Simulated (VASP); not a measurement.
Output of a VASP run:

**OUTCAR**
```
 ion  position               nearest neighbor table
   1  0.000  0.000  0.000-
   2  0.333  0.667  0.252-
   3  0.667  0.333  0.748-
  LATTYP: Found a hexagonal cell.
 ALAT       =     2.9251400000
 C/A-ratio  =     1.6132075730
 Subroutine PRICEL returns:
 Original cell was already a primitive cell.
 Subroutine GETGRP returns: Found 12 space group operations
The static configuration has the point symmetry D_3d.
The dynamic configuration has the point symmetry D_3d.
 Subroutine INISYM returns: Found 12 space group operations
 Subroutine IBZKPT returns following result:
 Found    126 irreducible k-points:

 Following reciprocal coordinates:
            Coordinates               Weight
  0.000000  0.000000  0.000000      1.000000
  0.076923  0.000000  0.000000      6.000000
  0.153846  0.000000  0.000000      6.000000
  0.230769  0.000000  0.000000      6.000000
  0.307692  0.000000  0.000000      6.000000
  0.384615 -0.000000  0.000000      6.000000
  0.461538 -0.000000  0.000000      6.000000
  0.076923  0.076923  0.000000      6.000000
  0.153846  0.076923  0.000000     12.000000
  0.230769  0.076923  0.000000     12.000000
  0.307692  0.076923  0.000000     12.000000
  0.384615  0.076923  0.000000     12.000000
  0.461538  0.076923  0.000000      6.000000
  0.153846  0.153846  0.000000      6.000000
  0.230769  0.153846  0.000000     12.000000
  0.307692  0.153846  0.000000     12.000000
  0.384615  0.153846  0.000000     12.000000
  0.230769  0.230769  0.000000      6.000000
  0.307692  0.230769  0.000000     12.000000
  0.384615  0.230769  0.000000      6.000000
  0.307692  0.307692  0.000000      6.000000
  0.000000  0.000000  0.142857      2.000000
  0.076923  0.000000  0.142857      6.000000
  0.000000  0.076923  0.142857      6.000000
  0.153846  0.000000  0.142857      6.000000
  0.000000  0.153846  0.142857      6.000000
  0.230769  0.000000  0.142857      6.000000
  0.000000  0.230769  0.142857      6.000000
  0.307692  0.000000  0.142857      6.000000
  0.000000  0.307692  0.142857      6.000000
  0.384615 -0.000000  0.142857      6.000000
  0.000000  0.384615  0.142857      6.000000
  0.461538 -0.000000  0.142857      6.000000
  0.000000  0.461538  0.142857      6.000000
  0.076923  0.076923  0.142857     12.000000
  0.153846  0.076923  0.142857     12.000000
 -0.076923  0.230769  0.142857     12.000000
  0.230769  0.076923  0.142857     12.000000
 -0.076923  0.307692  0.142857     12.000000
  0.307692  0.076923  0.142857     12.000000
   k-points           NKPTS =    126   k-points in BZ     NKDIM =    126   number of bands    NBANDS=     11
   number of dos      NEDOS =    301   number of ions     NIONS =      3
   total plane-waves  NPLWV =   9072
   dimension x,y,z NGX =    18 NGY =   18 NGZ =   28
   dimension x,y,z NGXF=    36 NGYF=   36 NGZF=   56
   ions per type =               1   2
   PREC   = accura    normal or accurate (medium, high low for compatibility)
   ISTART =      0    job   : 0-new  1-cont  2-samecut
   ICHARG =      2    charge: 1-file 2-atom 10-const
   ISPIN  =      1    spin polarized calculation?
   LNONCOLLINEAR =      F non collinear calculations
   LSORBIT =      F    spin-orbit coupling
   INIWAV =      1    electr: 0-lowe 1-rand  2-diag
   ENCUT  =  300.0 eV  22.05 Ry    4.70 a.u.   4.13  4.13  6.66*2*pi/ulx,y,z
   NELM   =    100;   NELMIN=  2; NELMDL= -5     # of ELM steps
   EDIFF  = 0.1E-05   stopping-criterion for ELM
   LREAL  =      F    real-space projection
   NLSPLINE    = F    spline interpolate recip. space projectors
   LMAXMIX     =    4 max onsite mixed and CHGCAR
   VOSKOWN=      0    Vosko Wilk Nusair interpolation
   EDIFFG = 0.1E-04   stopping-criterion for IOM
   NSW    =      0    number of steps for IOM
...
```

File OSZICAR:
```
       N       E                     dE             d eps       ncg     rms          rms(c)
DAV:   1     0.668091008372E+02    0.66809E+02   -0.61203E+03  3036   0.849E+02
DAV:   2    -0.143144736882E+02   -0.81124E+02   -0.77339E+02  3338   0.304E+02
DAV:   3    -0.183265403996E+02   -0.40121E+01   -0.38243E+01  4275   0.541E+01
DAV:   4    -0.184901221207E+02   -0.16358E+00   -0.16239E+00  3778   0.111E+01
DAV:   5    -0.184972904019E+02   -0.71683E-02   -0.71615E-02  4555   0.199E+00    0.851E+00
DAV:   6    -0.173683959151E+02    0.11289E+01   -0.20450E+00  4410   0.146E+01    0.298E+00
DAV:   7    -0.171683071439E+02    0.20009E+00   -0.49381E-01  4011   0.629E+00    0.968E-01
DAV:   8    -0.171567999882E+02    0.11507E-01   -0.42207E-02  3428   0.184E+00    0.317E-01
DAV:   9    -0.171570559324E+02   -0.25594E-03   -0.30734E-03  4526   0.602E-01    0.613E-02
DAV:  10    -0.171570784291E+02   -0.22497E-04   -0.11143E-04  3674   0.100E-01    0.244E-02
DAV:  11    -0.171570835153E+02   -0.50862E-05   -0.26014E-05  4209   0.510E-02    0.798E-03
DAV:  12    -0.171570852488E+02   -0.17335E-05   -0.31412E-06  3015   0.152E-02    0.377E-03
DAV:  13    -0.171570849771E+02    0.27171E-06   -0.35770E-07  1548   0.674E-03
   1 F= -.17157085E+02 E0= -.17147057E+02  d E =-.200561E-01
```

**OUTCAR**
```
------------------------ aborting loop because EDIFF is reached ----------------------------------------
  FORCE on cell =-STRESS in cart. coord.  units (eV):
  Direction    XX          YY          ZZ          XY          YZ          ZX
  --------------------------------------------------------------------------------------
  Total       -2.9569895     -2.9569883     -1.4024772      0.0000000      0.0000000      0.0000000
  in kB     -135.4876193   -135.4875605    -64.2607251      0.0000000      0.0000000      0.0000000
  external PRESSURE =    -111.7453016 kB  Pullay stress =       0.0000000 kB
  volume of cell :       34.97
      direct lattice vectors                 reciprocal lattice vectors
     2.925140000  0.000000000  0.000000000     0.341863979  0.197375303  0.000000000
    -1.462570000  2.533245000  0.000000000     0.000000000  0.394750606  0.000000000
     0.000000000  0.000000000  4.718858000     0.000000000  0.000000000  0.211915680
 POSITION                                       TOTAL-FORCE (eV/Angst)
 -----------------------------------------------------------------------------------
      0.00000      0.00000      0.00000         0.000000      0.000000      0.000000
     -0.00000      1.68883      1.18915        -0.000000      0.000000     -0.456973
      1.46257      0.84441      3.52971         0.000000     -0.000000      0.456973
 -----------------------------------------------------------------------------------
    total drift:                               -0.000000     -0.000000      0.000000
  FREE ENERGIE OF THE ION-ELECTRON SYSTEM (eV)
  ---------------------------------------------------
  free  energy   TOTEN  =       -17.1570849771 eV

  energy  without entropy=      -17.1370289128  energy(sigma->0) =      -17.14705694
```
(Selected blocks of OUTCAR.)

**POSCAR**
```
NbH2
1
    2.9251400000     0.0000000000     0.0000000000
   -1.4625700000     2.5332450000     0.0000000000
    0.0000000000     0.0000000000     4.7188580000
Nb H
1 2
Direct
  0.0000000000   0.0000000000   0.0000000000
  0.3333330000   0.6666670000   0.2520000000
  0.6666670000   0.3333330000   0.7480000000
```

Q: Write an INCAR and KPOINTS that could have produced this output.

A: This is not unique; one that fits is the input of the run itself, PBEsol GGA, plane waves, VASP's PBE PAW potentials (set 64).

### KPOINTS
```
Regular mesh
0
G
 13 13 7
0 0 0
```

INCAR:
```
SYSTEM = NbH2
PREC = Accurate; ENCUT = 300; LREAL = F
LASPH = T
EDIFF = 1E-6; NELM = 100; ALGO = Normal
LMAXMIX = 4
ISMEAR = 0; SIGMA = 0.136
GGA = PS
ISIF = 2
LWAVE = F; LCHARG = F
```

POTCAR, in this order: Nb_sv H (PBE.64 set). Program: vasp_std.

At this cut-off the stress carries a Pulay error, which pulls relaxed volumes low.

The structure was generated: NbH2 was put into an ordered model structure, which need not be its known phase. The cell was not relaxed at this level. The run is one of a series of settings (GGA = PS against the base run), some of them coarse on purpose. The electron count is odd and the run is not spin-polarised, which forces a metal.
